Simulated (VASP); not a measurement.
An input for Ansatz (written as the equivalent of a VASP run, and not itself run):

Ansatz 0.2 input:
```yaml
crystal:
  lattice:
    - [0.0000000, 2.2907189, 2.2907189]
    - [2.2907189, 0.0000000, 2.2907189]
    - [2.2907189, 2.2907189, 0.0000000]
  atoms:
    - { symbol: Hf, position: [0.0000000, 0.0000000, 0.0000000] }
    - { symbol: C, position: [0.5000000, 0.5000000, 0.5000000] }
kpoints:
  mp_grid: { grid: [14, 14, 14] }
hamiltonian:
  xc: r2scan
  dispersion: rvv10
  pseudopotentials: { kind: paw }
scf:
  occupations: { method: methfessel_paxton, width: 0.1 }
  max_iter: 100
output: { forces: true, stress: true, eigenvalues: true }
```

**Question.** Write the VASP files for the same calculation (r2SCAN+rVV10).

**Answer.** This is not unique; one that fits is 
**KPOINTS**
```
Automatic
0
Gamma
 14 14 14
0 0 0
```

### INCAR
```
! general
SYSTEM   = HfC
PREC     = Accurate
ENCUT    = 520
LREAL    = .FALSE.   ! projection in real space or not
LASPH    = .TRUE.   ! aspherical one-centre terms

! electronic loop
EDIFF    = 1E-7   ! SCF stop (eV)
NELM     = 100   ! most electronic steps
ALGO     = Normal   ! blocked Davidson
LMAXMIX  = 6
LMIXTAU  = .TRUE.

! smearing
ISMEAR   = 1   ! Methfessel-Paxton
SIGMA    = 0.1   ! width (eV)

! functional
METAGGA  = R2SCAN
LUSE_VDW = .TRUE.
BPARAM   = 11.95
CPARAM   = 0.0093

! ions
ISIF     = 2   ! forces and stress, cell fixed

! output
LWAVE    = .FALSE.
LCHARG   = .FALSE.
```

File POSCAR:
```
HfC
1
    0.0000000000     2.2907188785     2.2907188785
    2.2907188785     0.0000000000     2.2907188785
    2.2907188785     2.2907188785     0.0000000000
Hf C
1 1
Direct
  0.0000000000   0.0000000000   0.0000000000
  0.5000000000   0.5000000000   0.5000000000
```

POTCAR, in this order: Hf_pv C (PBE.64 set). Program: vasp_std.

What does not carry over: each code has its own PAW files, so the cut-off isn't converted (ENCUT is set for VASP's; basis.ecutwfc is left out, and Ansatz then takes the one that its files recommend); Ansatz stops its SCF on the density residual and VASP on the energy change (EDIFF).

The compound is HfC in the rock salt structure. This cell is one point of a volume scan, at 0.97 of the reference volume.
